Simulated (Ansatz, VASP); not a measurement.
**NaBi2H2 in VASP and in Ansatz**

INCAR

```
SYSTEM = NaBi2H2
PREC = Accurate
ENCUT = 520
EDIFF = 1E-6
ISMEAR = 0
SIGMA = 0.1
LREAL = .FALSE.
LASPH = .TRUE.
NELM = 60
ALGO = Fast
ISIF = 2
LWAVE = .FALSE.
LCHARG = .FALSE.
GGA = PE
NBANDS = 28
```

KPOINTS

```
regular mesh
0
G
  6 6 4
  0 0 0
```

Contents of POSCAR:

```
NaBi2H2
1.0
    4.8514643200      0.0000000000      0.0000000000
   -2.4257321600      4.2014913400      0.0000000000
    0.0000000000      0.0000000000      4.8735191700
Na Bi H
1 2 2
Direct
    0.0000000000      0.0000000000      0.0000000000
    0.3333333300      0.6666666700      0.0000000000
    0.6666666700      0.3333333300      0.0000000000
    0.3333333300      0.6666666700      0.5000000000
    0.6666666700      0.3333333300      0.5000000000
```

Input for Ansatz:

```yaml
crystal:
  lattice:
    - [4.85146432, 0.0, 0.0]
    - [-2.42573216, 4.20149134, 0.0]
    - [0.0, 0.0, 4.87351917]
  atoms:
    - { symbol: Na, position: [0.0, 0.0, 0.0] }
    - { symbol: Bi, position: [0.33333333, 0.66666667, 0.0] }
    - { symbol: Bi, position: [0.66666667, 0.33333333, 0.0] }
    - { symbol: H, position: [0.33333333, 0.66666667, 0.5] }
    - { symbol: H, position: [0.66666667, 0.33333333, 0.5] }
basis:
  ecutwfc: 420
kpoints:
  mp_grid: { grid: [6, 6, 4] }
hamiltonian:
  xc: pbe
scf:
  occupations: { method: gaussian, width: 0.1 }
  lower_state_search: "off"
output:
  forces: true
  stress: true
  eigenvalues: true
```

Alike in both runs: task single point; functional PBE; k mesh 6 × 6 × 4; occupations gaussian, width 0.1 eV; no spin polarisation.

|  | VASP | Ansatz |
| --- | --- | --- |
| version | VASP 6.6.1 | Ansatz 0.2.0 |
| potentials or method | VASP PAW PBE potentials, release 64 (Na_pv, Bi_d, H) | scalar-relativistic, plane waves, PAW |
| plane-wave cutoff (eV) | 520 | 420 |
| valence electrons in the cell | 39 | 41 |

```csv
,VASP,Ansatz,Ansatz less VASP
gap on the k mesh at the Fermi level (eV),none,none,-
pressure (GPa),18.9,19.0,+0.06
largest component of the traceless stress (GPa),29.82,29.87,+0.049
```

A gap of «none» marks a metal or a gap that the smearing closes. The functional is the same, so the differences come from potentials, cutoffs and numerics. The two sets of potentials don't hold the same shells in valence.

Caveats: so large a pressure means that the cell lies far from this level's equilibrium, or that cutoff or potentials fall short (VASP); spin-orbit coupling is left out, which moves the levels of the heavy elements.
